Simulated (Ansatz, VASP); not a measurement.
**Two plane-wave programs on CaBr**

INCAR

```
ALGO     = Fast           # electronic algorithm
EDIFF    = 1E-6           # SCF threshold, eV
ENCUT    = 520            # plane-wave cutoff, eV
GGA      = PE             # functional
ISIF     = 2              # what is computed and relaxed
ISMEAR   = 0              # smearing method
LASPH    = T              # aspherical terms in the spheres
LCHARG   = T              # write CHGCAR
LELF     = T              # ELF
LREAL    = F              # projectors in reciprocal space
LVHAR    = T            
LWAVE    = F              # write WAVECAR
NBANDS   = 16             # bands
NELM     = 100            # most SCF steps
PREC     = Accurate       # precision mode
SIGMA    = 0.1            # smearing width, eV
```

Contents of KPOINTS:

```
k-points
0
Gamma
  6 6 3
```

File POSCAR:

```
CaBr
1.0
    3.9170223818      0.0000000000      0.0000000000
   -1.9585111909      3.3922408898      0.0000000000
    0.0000000000      0.0000000000      4.3410340000
Ca Br
1 1
Direct
    0.0000000000      0.0000000000      0.0000000000
    0.3333333333      0.6666666667      0.5000000000
```

Input for Ansatz:

```yaml
crystal:
  lattice:
    - [3.9170223818, 0.0, 0.0]
    - [-1.9585111909, 3.3922408898, 0.0]
    - [0.0, 0.0, 4.341034]
  atoms:
    - { symbol: Ca, position: [0.0, 0.0, 0.0] }
    - { symbol: Br, position: [0.3333333333, 0.6666666667, 0.5] }
basis:
  ecutwfc: "24 Ha"
kpoints:
  mp_grid: { grid: [6, 6, 3] }
hamiltonian:
  xc: pbe
scf:
  occupations: { method: gaussian, width: 0.1 }
  max_iter: 30
  convergence: { dr2_threshold: "1e-4 eV" }
output:
  forces: true
  stress: true
  eigenvalues: true
```

Alike in both runs: task single point; functional PBE; k mesh 6 × 6 × 3; occupations gaussian, width 0.1 eV; no spin polarisation.

|  | VASP | Ansatz |
| --- | --- | --- |
| version | VASP 6.6.1 | Ansatz 0.2.0 |
| potentials or method | VASP PAW PBE potentials, release 64 (Ca_sv, Br) | scalar-relativistic, plane waves, PAW |
| plane-wave cutoff (eV) | 520 | 653 |
| valence electrons in the cell | 17 | 17 |

```csv
,VASP,Ansatz,Ansatz less VASP
gap on the k mesh at the Fermi level (eV),none,none,-
pressure (GPa),-0.2,-0.2,-0.05
largest component of the traceless stress (GPa),0.43,0.45,+0.024
```

A gap of «none» marks a metal or a gap that the smearing closes. Ansatz warned: «force_scf_threshold_loose».

Caveats: the k mesh is coarse (spacing up to 0.48 Å⁻¹), so the values aren't converged; an odd number of electrons without spin polarisation forces a metal; a magnetic or distorted state may lie lower.
